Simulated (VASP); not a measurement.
Consider the following.

```
CELL_PARAMETERS angstrom
      3.07791     0.00000     0.00000
     -1.53896     2.63890     0.00000
      0.00000     0.00000     3.76142
ATOMIC_POSITIONS crystal
  O  0.00000 0.00000 0.00000
  Li 0.33333 0.66667 0.17988
  Li 0.66667 0.33333 0.82012
```

All values below come from PBEsol GGA, VASP's PBE PAW potentials (set 64) (plane waves; VASP). Settings: 600 eV cut-off, 8×8×6 Γ-centred mesh, Gaussian smearing of 0.050 eV, potentials O Li_sv.

Task: Which forces act on the atoms, in eV/Å?

Result: 
```json
[
 {"atom": "O1", "Fx": "0.000", "Fy": "0.000", "Fz": "0.000"},
 {"atom": "Li2", "Fx": "0.000", "Fy": "0.000", "Fz": "0.072"},
 {"atom": "Li3", "Fx": "0.000", "Fy": "0.000", "Fz": "-0.072"}
]
```

Task: Give the stress tensor in GPa (positive for a compressed cell).

Result: 
```
0.48  0.00  0.00
0.00  2.04  0.11
0.00  0.11  0.78
```
The pressure is its mean diagonal, 1.10 GPa.

The structure was generated: Li2O was put into the CdI2 type (P-3m1), which need not be its known phase. This cell was strained or had an atom moved on purpose.
